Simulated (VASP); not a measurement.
# Ba4Si (Im-3m) in VASP: equation of state

How stiff is Ba4Si in PBE, and what volume does it want? The cell is scaled to several volumes.

All numbers are computed with VASP 6.6.1; they aren't measurements. Logs are shortened: lines on timing, memory, paths and dates and some standing lists are left out, and cuts for length are marked.

## Step 1: The structure

The structure is cubic, space group Im-3m (No. 229). The conventional cell has a = 7.927 Å, b = 7.927 Å, c = 7.927 Å, α = 90.00°, β = 90.00°, γ = 90.00°. Ba (site symmetry -3m) has 2 Si at 3.43 Å as nearest neighbours. Around Si (site symmetry m-3m) lie 8 Ba at 3.43 Å.

The cell was built by a generator and needn't be a form met in nature.

## Step 2: Equation of state, PBE, 46.82 Å³/atom (volume scaled by 0.94)

Input file INCAR:

```
  PREC = Accurate
  ENCUT = 520
  EDIFF = 1E-7
  ISMEAR = -1
  SIGMA = 0.05
  LREAL = False
  LASPH = True
  NELM = 80
  ALGO = Normal
  ISIF = 2
  LWAVE = False
  LCHARG = False
  GGA = PE
  NBANDS = 30
```

Input file KPOINTS:

```
regular mesh
0
Gamma
  5 5 5
```

Input file POSCAR:

```
Ba4Si
1.0
   -3.8825993378      3.8825993378      3.8825993378
    3.8825993378     -3.8825993378      3.8825993378
    3.8825993378      3.8825993378     -3.8825993378
Ba Si
4 1
Direct
    0.5000000000      0.5000000000      0.5000000000
    0.5000000000      0.0000000000      0.0000000000
    0.0000000000      0.0000000000      0.5000000000
    0.0000000000      0.5000000000      0.0000000000
    0.0000000000      0.0000000000      0.0000000000
```

Potentials or basis: VASP PAW PBE potentials, release 64 (Ba_sv, Si).

Started as:

```bash
$ cat potpaw_PBE.64/Ba_sv/POTCAR potpaw_PBE.64/Si/POTCAR > POTCAR
$ mpirun -np 1 vasp_std > vasp.out
```

OUTCAR:

```text
PREC = Accurate
   ENCUT = 520
   EDIFF = 1E-7
   ISMEAR = -1
   LREAL = False
   LASPH = True
   NELM = 80
   ISIF = 2
   GGA = PE

 Found     10 irreducible k-points:

 Following reciprocal coordinates:
            Coordinates               Weight
  0.000000  0.000000  0.000000      1.000000
  0.200000  0.000000  0.000000     12.000000
  0.400000  0.000000  0.000000     12.000000
  0.200000  0.200000  0.000000     24.000000
  0.400000  0.200000  0.000000     24.000000
  0.200000  0.200000  0.200000      8.000000
   k-points           NKPTS =     10   k-points in BZ     NKDIM =     10   number of bands    NBANDS=     30
   number of dos      NEDOS =    301   number of ions     NIONS =      5
   total plane-waves  NPLWV = 125000
   dimension x,y,z NGX =    50 NGY =   50 NGZ =   50
   dimension x,y,z NGXF=   100 NGYF=  100 NGZF=  100
   ions per type =               4   1
   NGX,Y,Z   is equivalent  to a cutoff of  12.36, 12.36, 12.36 a.u.
   NGXF,Y,Z  is equivalent  to a cutoff of  24.72, 24.72, 24.72 a.u.
 SYSTEM =  unknown system
   PREC   = accura    normal or accurate (medium, high low for compatibility)
   ISTART =      0    job   : 0-new  1-cont  2-samecut
   ICHARG =      2    charge: 1-file 2-atom 10-const
   ISPIN  =      1    spin polarized calculation?
   LNONCOLLINEAR =      F non collinear calculations
   LSORBIT =      F    spin-orbit coupling
   LASPH  =      T    aspherical Exc in radial PAW
   ENCUT  =  520.0 eV  38.22 Ry    6.18 a.u.  12.50 12.50 12.50*2*pi/ulx,y,z
   NELM   =     80;   NELMIN=  2; NELMDL= -5     # of ELM steps
   EDIFF  = 0.1E-06   stopping-criterion for ELM
   LREAL  =      F    real-space projection
   EDIFFG = 0.1E-05   stopping-criterion for IOM
   NSW    =      0    number of steps for IOM
   IBRION =     -1    ionic relax: 0-MD 1-quasi-New 2-CG
   NFREE  =      0    steps in history (QN), initial steepest desc. (CG)
   ISIF   =      2    stress and relaxation
   ISYM   =      2    0-nonsym 1-usesym 2-fastsym
   POTIM  = 0.5000    time-step for ionic-motion
   TEBEG  =    0.0;   TEEND  =   0.0 temperature during run
   PSTRESS=    0.0 pullay stress
   NELECT =      44.0000    total number of electrons
   NUPDOWN=      -1.0000    fix difference up-down
   EMIN   =  10.00;   EMAX   =-10.00  energy-range for DOS
   EFERMI =   0.00;   METHOD = LEGACY
   ISMEAR =    -1;   SIGMA  =   0.05  broadening in eV -4-tet -1-fermi 0-gaus
   EFERMI_NEDOS =   21; number of points for ismear=-14 and -15
   IALGO  =     38    algorithm
   IMIX   =      4    mixing-type and parameters
     AMIX     =   0.40;   BMIX     =  1.00
     AMIX_MAG =   1.60;   BMIX_MAG =  1.00
  volume/ion in A,a.u.               =      46.82       315.98
  Fermi-wavevector in a.u.,A,eV,Ry     =   0.937742  1.772075 11.964408  0.879359
  Thomas-Fermi vector in A             =   2.064883
   LORBIT       =      0    0 simple, 1 ext, 2 COOP (PROOUT), +10 PAW based schemes
   GGA     = PE    functional components
[... 5 lines left out ...]
 non-spin polarized calculation
  energy-cutoff  :      520.00
  volume of cell :      234.11
 maximum number of plane-waves:      6363
 NGX is ok and might be reduce to    50
   NGX = 25   NGY = 25   NGZ = 25

 number of electron      43.9999993 magnetization

 Free energy of the ion-electron system (eV)
  ---------------------------------------------------
  ext. energy  EPLUGINS =         0.00000000
  ---------------------------------------------------
  free energy    TOTEN  =       -13.03129768 eV

  energy without entropy =      -12.99558666  energy(sigma->0) =      -13.01344217

 E-fermi :   2.3810     XC(G=0):  -8.0326

 val. band max:        2.3235470689   @ k =  -0.4000   0.4000   0.4000
 cond. band min:       2.3873224640   @ k =  -0.2000   0.2000   0.2000
 fundamental gap:      0.0637753951
 Fermi energy:         2.3809708870

 k-point     1 :       0.0000    0.0000    0.0000
  band No.  band energies     occupation
      1     -26.3471      2.00000
      2     -26.2011      2.00000
      3     -26.2011      2.00000
      4     -26.2011      2.00000
      5     -11.9153      2.00000
      6     -11.9153      2.00000
[... 22 lines left out ...]
     29       5.3955      0.00000
     30       5.3955      0.00000

 k-point     2 :       0.2000    0.0000    0.0000
  band No.  band energies     occupation
      1     -26.3331      2.00000
      2     -26.2150      2.00000
      3     -26.2015      2.00000
      4     -26.2015      2.00000
      5     -11.9003      2.00000
      6     -11.8982      2.00000
[... 22 lines left out ...]
     29       4.7593      0.00000
     30       5.0106      0.00000

 k-point     3 :       0.4000    0.0000    0.0000
  band No.  band energies     occupation
      1     -26.2965      2.00000
      2     -26.2514      2.00000
      3     -26.2021      2.00000
      4     -26.2020      2.00000
      5     -11.8980      2.00000
      6     -11.8921      2.00000
[... 22 lines left out ...]
     29       4.6747      0.00000
     30       4.6857      0.00000

 k-point     4 :       0.2000    0.2000    0.0000
  band No.  band energies     occupation
      1     -26.3079      2.00000
      2     -26.2265      2.00000
      3     -26.2264      2.00000
      4     -26.1911      2.00000
      5     -11.8795      2.00000
      6     -11.8289      2.00000
[... 22 lines left out ...]
     29       4.3964      0.00000
     30       4.5726      0.00000

 k-point     5 :       0.4000    0.2000    0.0000
  band No.  band energies     occupation
      1     -26.2672      2.00000
      2     -26.2670      2.00000
      3     -26.2310      2.00000
      4     -26.1873      2.00000
      5     -11.8695      2.00000
      6     -11.7854      2.00000
[... 22 lines left out ...]
     29       4.4443      0.00000
     30       4.6741      0.00000

 k-point     6 :       0.2000    0.2000    0.2000
  band No.  band energies     occupation
      1     -26.2717      2.00000
      2     -26.2273      2.00000
      3     -26.2270      2.00000
      4     -26.2270      2.00000
      5     -11.6738      2.00000
      6     -11.6738      2.00000
[... 22 lines left out ...]
     29       4.5436      0.00000
     30       4.7733      0.00000

 [... further k-points ...]

------------------------ aborting loop because EDIFF is reached ----------------------------------------

  FORCE on cell =-STRESS in cart. coord.  units (eV):
  Direction    XX          YY          ZZ          XY          YZ          ZX
  --------------------------------------------------------------------------------------
  -------------------------------------------------------------------------------------
  Total        2.0128843      2.0128843      2.0128843     -0.0000000     -0.0000000      0.0000000
  in kB       13.7753194     13.7753194     13.7753194     -0.0000000     -0.0000000      0.0000000
  external PRESSURE =      13.7753194 kB  Pullay stress =       0.0000000 kB

 VOLUME and BASIS-vectors are now :
 -----------------------------------------------------------------------------
  energy-cutoff  :      520.00
  volume of cell :      234.11
      direct lattice vectors                 reciprocal lattice vectors
    -3.882599338  3.882599338  3.882599338     0.000000000  0.128779706  0.128779706
     3.882599338 -3.882599338  3.882599338     0.128779706  0.000000000  0.128779706
     3.882599338  3.882599338 -3.882599338     0.128779706  0.128779706  0.000000000

 POSITION                                       TOTAL-FORCE (eV/Angst)
 -----------------------------------------------------------------------------------
      1.94130      1.94130      1.94130         0.000000      0.000000      0.000000
     -1.94130      1.94130      1.94130         0.000000     -0.000000     -0.000000
      1.94130      1.94130     -1.94130        -0.000000      0.000000     -0.000000
      1.94130     -1.94130      1.94130        -0.000000     -0.000000      0.000000
      0.00000      0.00000      0.00000        -0.000000      0.000000     -0.000000
 -----------------------------------------------------------------------------------
    total drift:                                0.000000     -0.000000      0.000000

  FREE ENERGIE OF THE ION-ELECTRON SYSTEM (eV)
  ---------------------------------------------------
  free  energy   TOTEN  =       -13.0312976827 eV

  energy  without entropy=      -12.9955866569  energy(sigma->0) =      -13.01344217
```

It took 66 s on 1 thread of Intel Xeon 6975P-C (Granite Rapids), shared host; peak memory 0.36 GiB.

Results:

| Item | Value |
| --- | --- |
| Free energy | -13.0313 eV |
| Pressure | 1.4 GPa |
| Band gap on the k mesh | none (metal or under the smearing width) |

(Part 1 of 2 ends here.)
